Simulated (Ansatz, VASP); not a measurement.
## SbAs in two plane-wave programs

One calculation is typed for both programs; each brings its own data sets and cutoff. How far apart do they land? The cell is generated by rule, not measured, and may not be a known phase. The cell is taken from a series of VASP runs on this material, whose earlier steps may have relaxed, scaled or displaced it; both programs get it as it stands.

Program: Ansatz 0.2.0. Level of theory: plane waves, with VASP 6.6.1 beside it; band structure at HSE06. Results are calculated unless marked as measured.

The structure was built from a prototype and need not be the compound's stable phase.

## 1. The starting structure

It takes space group Fm-3m (No. 225, cubic). Conventional cell: a = 5.900 Å, b = 5.900 Å, c = 5.900 Å, α = 90.00°, β = 90.00°, γ = 90.00°. Nearest to As lie 6 Sb at 2.95 Å. Nearest to Sb lie 6 As at 2.95 Å. Farther neighbours are not listed.

## 2. Ansatz: band structure, HSE06

Ansatz runs on its default PAW (the set named soft_2) files.

With cell and atoms fixed, the geometry can't cause a difference; cores, projectors, grids and the points listed under the comparison can.

input.yaml

```yaml
crystal:
  lattice:
    - [0.0, 2.95, 2.95]
    - [2.95, 0.0, 2.95]
    - [2.95, 2.95, 0.0]
  atoms:
    - { symbol: As, position: [0.0, 0.0, 0.0] }
    - { symbol: Sb, position: [0.5, 0.5, 0.5] }
hamiltonian:
  xc: { exchange: pbe, correlation: pbe, exx: { coeff: 0.25, omega: 0.2 } }
  pseudopotentials: { kind: paw }
kpoints:
  mp_grid: { grid: [4, 4, 4] }
  band_path:
    path:
      - [0.0, 0.0, 0.0]
      - [0.5, 0.0, 0.5]
      - [0.5, 0.21429, 0.71429]
      - [0.41071, 0.33929, 0.75]
      - [0.16071, 0.16071, 0.32143]
      - [0.21429, 0.21429, 0.21429]
      - [0.55357, 0.39286, 0.55357]
      - [0.58929, 0.25, 0.66071]
      - [0.5, 0.28571, 0.71429]
      - [0.5, 0.5, 0.5]
      - [0.375, 0.375, 0.75]
      - [0.5, 0.0, 0.5]
    npoints: 1
scf:
  occupations: { method: gaussian, width: 0.02 }
  n_extra_bands: 7
output:
  forces: true
  stress: true
  eigenvalues: true
```

Run with:

```console
$ ansatz run input.yaml --threads 4 --pin off --max-ram 9216MiB --backend cpu --events-out ev --progress --plain --runs-dir out
```

Numbers of over 12 decimals in the logs are rounded to 6 here.

Log:

```text
Warning: output.stress: scf.convergence.dr2_threshold = 1e-7 eV (the SCF's general default) is looser than the 2e-10 eV advised for a printed stress (1e-10 eV for each atom of the cell: 2). What an SCF threshold leaves in a stress goes as its square root, and in the free energy as the threshold itself, and one threshold admits the most on a small cell: [figures from the program's tests cut] Set scf.convergence.dr2_threshold to 2e-10 eV or tighter. The threshold is an SCF's pass mark: one that does not reach it within its budget of iterations ends unconverged, or closes short of it on a stop that the run arms, and scf.convergence.dr2_threshold's page says what that costs each kind of run
Warning: output.stress: scf.exx.energy_threshold = 1e-6 eV is looser than the 2e-8 eV advised for a stress under a hybrid functional (1e-8 eV for each atom of the cell: 2). Every SCF of the exchange loop can meet its threshold on dr2 while the loop round them stops early: no threshold on dr2 bounds what that leaves in the stress. Set scf.exx.energy_threshold to 2e-8 eV or tighter. The threshold is the loop's pass mark: a loop that does not reach it within its budget of cycles ends unconverged, and scf.exx.energy_threshold's page has the law
scf.n_extra_bands = 7 over 15 filled bands (N_el = 30.0): the run solves 22 bands
Engine: ansatz 0.2.0, aarch64-unknown-linux-gnu
Pseudopotentials: kind: paw
Pseudopotential: As, paw, valence charge 15, recommended cutoff 420 eV (normal), As.paw.azcp
Pseudopotential: Sb, paw, valence charge 15, recommended cutoff 420 eV (normal), Sb.paw.azcp
Functional definition: unnamed
  parameter a_1 = 0.25
  parameter omega_1 = 0.2/angstrom
  exchange = pbe_x + (-a_1)*pbe_x_sr(omega_1) + a_1*exact_x_sr(omega_1)
  correlation = pbe_c
Crystal: 2 atoms, lattice volume = 51.345 Å³
Basis set: ecut = 420 eV, 965 PW (Γ), exchange–correlation on 60×60×60 points (8 copies of the dense FFT grid, shifted against one another)
Bands: 22, of which v1, the nominal top of the filled ones, is band 15 counted from 1 (14 counted from 0)
Symmetry: 48 space group operations
Space group: Fm-3m (ITA 225), of the structure as read, at distance tolerance 3.7e-5 Å
k-points: 8 of 64
Non-local potential: As, projectors of the file, l = 0: 2, l = 1: 2, l = 2: 3, l = 3: 1
Non-local potential: Sb, projectors of the file, l = 0: 2, l = 1: 2, l = 2: 2, l = 3: 2
PAW form: soft (Blöchl's): semilocal exchange-correlation on the pseudo side does not see the compensation charge
PAW frozen core: As, regenerated for the run's functional, and the local potential with it (the file was generated under x = pbe(κ = 0.804, μ = 0.219515), c = pbe(β = 0.066725))
PAW frozen core: Sb, regenerated for the run's functional, and the local potential with it (the file was generated under x = pbe(κ = 0.804, μ = 0.219515), c = pbe(β = 0.066725))
PAW one-centre angular grid: As, 590 points (default); XC on 64 Gauss nodes
PAW one-centre angular grid: Sb, 590 points (default); XC on 64 Gauss nodes
Initial density: superposition of atomic densities (neutral atoms: chi_scale 0, normalization atom), corrected by the library's trained network
Initial wavefunctions: pseudopotential atomic-orbital guess
Functional: x = pbe(κ = 0.804, μ = 0.219515), c = pbe(β = 0.066725), warm-up for x = pbe(κ = 0.804, μ = 0.219515) + 0.25 (exact − pbe) at short range (hse, ω = 0.2 Å⁻¹), c = pbe(β = 0.066725)
SCF iter   1: F=—  HF=-11340.549473 eV  |F-HF|=—  |Δ(HF+E_count)|=         —  Δρ=3.58e-3  dr2=1.36e-2  ethr=1.77e-3  ⟨swp⟩=11.9  Hψ=824  notcnv=0
preconditioner: auto → none  [insulator: Δε(μ)=0.200 eV  Ē_g=11.800 eV  σ=0.020 eV  W_gap=0.82  n_scr=14 (ndim 8)  ℏωp=16.4 eV  f_vac=0.003  D(μ)=6.59/eV (n_scr^D=112)]
SCF iter   2: F=—  HF=-11340.547457 eV  |F-HF|=—  |Δ(HF+E_count)|=   2.02e-3  Δρ=1.80e-3  dr2=3.03e-3  ethr=4.54e-5  ⟨swp⟩=5.0  Hψ=420  notcnv=0  defer=7
iter 3 solved again at ethr=2.78e-7 eV; its pass at ethr=1.01e-5 eV (dr2=8.34e-5 eV) is discarded
SCF iter   3: F=—  HF=-11340.547080 eV  |F-HF|=—  |Δ(HF+E_count)|=   3.77e-4  Δρ=3.05e-4  dr2=8.26e-5  ethr=2.78e-7  ⟨swp⟩=3.9  Hψ=734  notcnv=0
SCF iter   4: F=—  HF=-11340.547040 eV  |F-HF|=—  |Δ(HF+E_count)|=   4.08e-5  Δρ=1.18e-4  dr2=5.62e-6  ethr=2.75e-7  ⟨swp⟩=3.0  Hψ=369  notcnv=0
SCF iter   5: F=—  HF=-11340.547045 eV  |F-HF|=—  |Δ(HF+E_count)|=   5.77e-6  Δρ=1.49e-5  dr2=5.12e-8  ethr=1.87e-8  ⟨swp⟩=3.0  Hψ=338  notcnv=0
SCF iter   6: F=—  HF=-11340.547046 eV  |F-HF|=—  |Δ(HF+E_count)|=   1.42e-7  Δρ=3.94e-6  dr2=2.52e-9  ethr=1.71e-10  ⟨swp⟩=4.0  Hψ=467  notcnv=0
SCF iter   7: F=-11340.547046 eV  HF=-11340.547046 eV  |F-HF|=1.44e-10  |Δ(HF+E_count)|=   1.02e-8  Δρ=8.87e-7  dr2=3.03e-10  ethr=8.40e-12  ⟨swp⟩=3.9  Hψ=385  notcnv=0
SCF 1 converged in 7 iterations: F = -11340.547046 eV  dr2 = 3.03e-10
  greatest PAW one-centre occupation: 0.999 electrons in one spin orbital (limit 2), on the As atom at site 0 (counted from 0), in its partial waves of l = 2
Initial density: handed on by an earlier stage of this run
Initial wavefunctions: those handed on with the density
Functional: x = pbe(κ = 0.804, μ = 0.219515) + 0.25 (exact − pbe) at short range (hse, ω = 0.2 Å⁻¹), c = pbe(β = 0.066725)
Exchange kernel: α = 0.2500, screened, ω = 0.2000 Å⁻¹, Wigner–Seitz truncation, v(0) = 1109.8260 eV·Å³, q-mesh 4×4×4, nearest image of the exchange supercell L = 16.69 Å, pair-density grid 18×18×18, without the augmentation charges, whose exchange is taken in its separable form by FFT convolution over the k-point mesh (sized by the pseudopotential files, 24×24×24 at the most), smooth part of the exact exchange by density-matrix convolution
Frozen-core exchange: fock
iter 1 solved again at ethr=1.82e-5 eV; its pass at ethr=1.00e-1 eV (dr2=5.45e-3 eV) is discarded
SCF iter   1: F=—  HF=-11345.762232 eV  |F-HF|=—  |Δ(HF+E_count)|=         —  Δρ=5.67e-3  dr2=8.50e-3  ethr=1.82e-5  ⟨swp⟩=4.2  Hψ=1004  notcnv=0
preconditioner: auto → none  [insulator: Δε(μ)=0.170 eV  Ē_g=13.067 eV  σ=0.020 eV  W_gap=0.61  n_scr=14 (ndim 8)  ℏωp=16.4 eV  f_vac=0.000  D(μ)=5.41/eV (n_scr^D=64)]
[...]
SCF iter   4: F=—  HF=-11345.754772 eV  |F-HF|=—  |Δ(HF+E_count)|=   4.31e-5  Δρ=3.50e-4  dr2=2.59e-3  ethr=7.42e-7  ⟨swp⟩=3.0  Hψ=331  notcnv=0
SCF iter   5: F=—  HF=-11345.754754 eV  |F-HF|=—  |Δ(HF+E_count)|=   1.75e-5  Δρ=4.28e-5  dr2=6.38e-7  ethr=2.20e-7  ⟨swp⟩=2.8  Hψ=310  notcnv=0
SCF iter   6: F=-11345.754754 eV  HF=-11345.754754 eV  |F-HF|=9.56e-9  |Δ(HF+E_count)|=   1.82e-7  Δρ=5.31e-6  dr2=1.03e-8  ethr=2.13e-9  ⟨swp⟩=3.9  Hψ=498  notcnv=0
SCF 2 converged in 6 iterations: F = -11345.754754 eV  dr2 = 1.03e-8
hybrid outer 1: dexx = +5.695e-3 eV, tail = 7.55e-3 eV
Exchange kernel: α = 0.2500, screened, ω = 0.2000 Å⁻¹, Wigner–Seitz truncation, v(0) = 1109.8260 eV·Å³, q-mesh 4×4×4, nearest image of the exchange supercell L = 16.69 Å, pair-density grid 18×18×18, without the augmentation charges, whose exchange is taken in its separable form by FFT convolution over the k-point mesh (sized by the pseudopotential files, 24×24×24 at the most), smooth part of the exact exchange by density-matrix convolution
Frozen-core exchange: fock
SCF iter   1: F=—  HF=-11345.761360 eV  |F-HF|=—  |Δ(HF+E_count)|=         —  Δρ=6.03e-4  dr2=1.10e-4  ethr=1.26e-4  ⟨swp⟩=2.0  Hψ=352  notcnv=0
preconditioner: auto → none  [insulator: Δε(μ)=0.113 eV  Ē_g=13.073 eV  σ=0.020 eV  W_gap=0.50  n_scr=14 (ndim 8)  ℏωp=16.4 eV  f_vac=0.000  D(μ)=3.53/eV (n_scr^D=26)]
SCF iter   2: F=-11345.761348 eV  HF=-11345.761349 eV  |F-HF|=8.67e-7  |Δ(HF+E_count)|=   1.04e-5  Δρ=8.09e-5  dr2=1.23e-5  ethr=3.32e-7  ⟨swp⟩=4.0  Hψ=449  notcnv=0
SCF 3 stopped early in 2 iterations: F = -11345.761348 eV  dr2 = 1.23e-5
hybrid outer 2: dexx = +1.033e-4 eV, tail = 2.66e-5 eV, Δε = 4.63e-2 eV (about 5.95e-3 eV left of the loop's levels)
Exchange kernel: α = 0.2500, screened, ω = 0.2000 Å⁻¹, Wigner–Seitz truncation, v(0) = 1109.8260 eV·Å³, q-mesh 4×4×4, nearest image of the exchange supercell L = 16.69 Å, pair-density grid 18×18×18, without the augmentation charges, whose exchange is taken in its separable form by FFT convolution over the k-point mesh (sized by the pseudopotential files, 24×24×24 at the most), smooth part of the exact exchange by density-matrix convolution
Frozen-core exchange: fock
SCF iter   1: F=—  HF=-11345.761451 eV  |F-HF|=—  |Δ(HF+E_count)|=         —  Δρ=7.49e-5  dr2=2.24e-6  ethr=4.43e-7  ⟨swp⟩=4.1  Hψ=425  notcnv=0
preconditioner: auto → none  [insulator: Δε(μ)=0.101 eV  Ē_g=13.075 eV  σ=0.020 eV  W_gap=0.50  n_scr=14 (ndim 8)  ℏωp=16.4 eV  f_vac=0.000  D(μ)=3.53/eV (n_scr^D=26)]
SCF iter   2: F=—  HF=-11345.761451 eV  |F-HF|=—  |Δ(HF+E_count)|=   2.87e-7  Δρ=1.78e-5  dr2=4.66e-7  ethr=6.20e-9  ⟨swp⟩=3.1  Hψ=376  notcnv=0
SCF iter   3: F=—  HF=-11345.761451 eV  |F-HF|=—  |Δ(HF+E_count)|=   1.70e-8  Δρ=5.13e-6  dr2=3.99e-7  ethr=2.55e-10  ⟨swp⟩=3.6  Hψ=387  notcnv=0
SCF iter   4: F=—  HF=-11345.761462 eV  |F-HF|=—  |Δ(HF+E_count)|=   1.12e-5  Δρ=9.22e-6  dr2=7.63e-8  ethr=2.13e-11  ⟨swp⟩=4.9  Hψ=628  notcnv=0
SCF iter   5: F=-11345.761462 eV  HF=-11345.761462 eV  |F-HF|=4.80e-10  |Δ(HF+E_count)|=   2.68e-8  Δρ=3.40e-6  dr2=5.33e-9  ethr=2.13e-11  ⟨swp⟩=3.8  Hψ=358  notcnv=0
SCF 4 converged in 5 iterations: F = -11345.761462 eV  dr2 = 5.33e-9
  Residual-converged pass: ⟨swp⟩=3.0  Hψ=328  notcnv=0  max |occ|·‖R‖ = 1.9e-6 eV (tolerance 2.4e-6 eV)  dr2=5.31e-9  dr2_onsite=1.06e-9  max |Δocc| = 1.2e-19
hybrid outer 3: dexx = +1.276e-6 eV, tail = 2.19e-8 eV, Δε = 8.91e-3 eV (about 3.08e-4 eV left of the loop's levels)
NSCF: frozen V_eff on 12 k-points
hybrid SCF converged: 3 outer / 13 inner (+7 warm-up), last move |dexx| = 1.28e-6 eV, tail = 2.19e-8 eV
Stability not checked: this state was not tested for a lower state beside it, because the functional holds exact exchange (a hybrid, or Hartree-Fock), whose exchange loop this test does not read (fock_operator; see scf.lower_state_search)
Free energy (F): -11345.761462 eV
Frozen-core exchange: fock
Harris-Foulkes:  -11345.761462 eV  (|F-HF|=4.80e-10)
Internal energy: -11345.760757 eV  (E = F + TS)
E sigma→0 (E₀):  -11345.761109 eV
Entropy (-TS):   -0.000705 eV (-0.353 meV/atom)
Fermi energy:    9.917152 eV
--- Per-component energies (eV) ---
  E_band       = -476.869153
  E_kinetic    = 305.512805
  E_local      = -3224.456453  (includes V_loc(G=0)·N_el)
  E_nonlocal   = -310.023512
  E_hartree    = 1630.884081
  E_xc         = -174.225359
  E_vxc        = -140.182116  (∫ρ·V_xc dr)
  E_exx        = -101.612808  (= α·E_x^exact, valence–valence)
  E_paw        = -6354.963776  (= ΣΔE_a)
  E_vpaw       = -166.265578  (= ΣTr[D̂ρ^β])
  E_aug_tail   = 0.000006  (compensation charges beyond the density's cutoff)
  E_ewald      = -3116.141529
  E_core_change = -0.734209  (= ΣΔE_core)
  E_smearing   = -0.000705  (= −TS)
  E_closure    = -0.000001  (closes the sum)
  Σ components = -11345.761462   (vs F -11345.761462, Δ=1.82e-12)
--- Forces (eV/Å), atoms counted from 1 ---
  atom   1  As    -0.00000000    -0.00000000     0.00000000
  atom   2  Sb     0.00000000    -0.00000000    -0.00000000
  max |Σ_I F_I| component: 6.44e-29 eV/Å
--- Stress (GPa, compression-positive) ---
       -5.118109      -0.000000       0.000000
        0.000000      -5.118109       0.000000
        0.000000       0.000000      -5.118109
  P = ⅓ Tr σ = -5.1181 GPa (-51.181 kbar)
--- Band table (eV; the first three rows and the last of 8) ---
  k-point 0: bands = [... 11 lower, 4.4783, 7.9629, 7.9629, 7.9629, 14.1579, 14.1579, 14.1579, 15.9099, ... 3 higher]
  k-point 1: bands = [... 11 lower, 1.8561, 8.1793, 8.1793, 9.2053, 11.7836, 11.7836, 12.2700, 16.3977, ... 3 higher]
  k-point 2: bands = [... 11 lower, -1.0142, 8.8771, 8.8771, 9.8198, 9.8198, 9.9172, 10.7986, 19.6630, ... 3 higher]
  k-point 7: bands = [... 11 lower, -0.0208, 4.2497, 4.2497, 10.0181, 10.5728, 16.0505, 16.0505, 17.3993, ... 3 higher]
```

The job ended after 23 s (4 threads of Arm Neoverse V1, shared host; peak memory 0.72 GiB; 83 s of CPU time).

Reading the cycles: dr2 is the Hartree energy of the density residual (eV), the measure of convergence; HF is the Harris–Foulkes estimate of the energy, which meets the free energy F at convergence.

[end of part 1 of 2]

[Lines on the potential files, build, host, timing and source positions are cut from VASP's logs without a mark.]

[Logs are printed without paths, hosts, clocks, repeated set-up lines and the standing remarks that a program may print on its own settings, such as how far it seeks lower states.]

[Hosts, paths, dates, database ids (printed as entryN), source tags and the programs' standing remarks are cut or masked in the printed files.]
